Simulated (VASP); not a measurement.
VASP ran on this input.

**INCAR**
```
SYSTEM  =  Pt
PREC  =  Accurate; ENCUT  =  400; LREAL  =  .False.
LASPH  =  .True.
EDIFF  =  1E-8; NELM  =  100; ALGO  =  Normal
LMAXMIX  =  6
ISMEAR  =  1; SIGMA  =  0.1
IBRION  =  1; NSW  =  30; ISIF  =  2
EDIFFG  =  -0.001
LWAVE  =  .False.; LCHARG  =  .False.
```

**KPOINTS**
```
Automatic mesh
0
Gamma
14 14 14
0 0 0
```

POSCAR:
```
Pt
1
   -0.0000000000     1.9480024004     1.9480024004
    1.9480024004     0.0000000000     1.9480024004
    1.9480024004     1.9480024004    -0.0000000000
Pt
1
Direct
  0.0000000000   0.0000000000   0.0000000000
```

POTCAR, in this order: Pt (LDA.64 set). Program: vasp_std.

Q: Translate this LDA calculation to Ansatz.

A: One equivalent input (not run):
Ansatz 0.2 input:
```yaml
crystal:
  lattice:
    - [0.0000000, 1.9480024, 1.9480024]
    - [1.9480024, 0.0000000, 1.9480024]
    - [1.9480024, 1.9480024, 0.0000000]
  atoms:
    - { symbol: Pt, position: [0.0000000, 0.0000000, 0.0000000] }
kpoints:
  mp_grid: { grid: [14, 14, 14] }
hamiltonian:
  xc: lda
  pseudopotentials: { kind: paw }
scf:
  occupations: { method: methfessel_paxton, width: 0.1 }
  max_iter: 100
relax:
  max_steps: 30
  f_tol: 0.001
output: { forces: true, stress: true, eigenvalues: true }
```
What does not carry over: each code has its own PAW files, so the cut-off isn't converted (ENCUT is set for VASP's; basis.ecutwfc is left out, and Ansatz then takes the one that its files recommend); Ansatz stops its SCF on the density residual and VASP on the energy change (EDIFF); Ansatz's lda is the Perdew-Wang form, while the LDA potentials of VASP carry Perdew-Zunger's.

The structure comes from a computed database's Pt entry (Fm-3m); how it stands against other phases isn't given here. It was relaxed first. The start is the result of an earlier pass.
